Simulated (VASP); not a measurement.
Here is the system:

```
CELL_PARAMETERS angstrom
      0.00000     2.71321     2.71321
      2.71321     0.00000     2.71321
      2.71321     2.71321     0.00000
ATOMIC_POSITIONS crystal
  Cu 0.00000 0.00000 0.00000
  Cl 0.25000 0.25000 0.25000
```

Method: PBE GGA, VASP's PBE PAW potentials (set 64) (plane waves; VASP). Settings: 520 eV cut-off, Gaussian smearing of 0.050 eV, potentials Cu Cl.

### Question
Predict the band gap (along the path) with the smallest direct gap where there is one.

### Answer

The band gap (along the path) comes out as 0.53 eV. The smallest direct gap (along the path) is 0.53 eV.

Only differences to runs with the same potentials and settings are physical.

The compound is CuCl in the zinc blende structure. It was relaxed first.
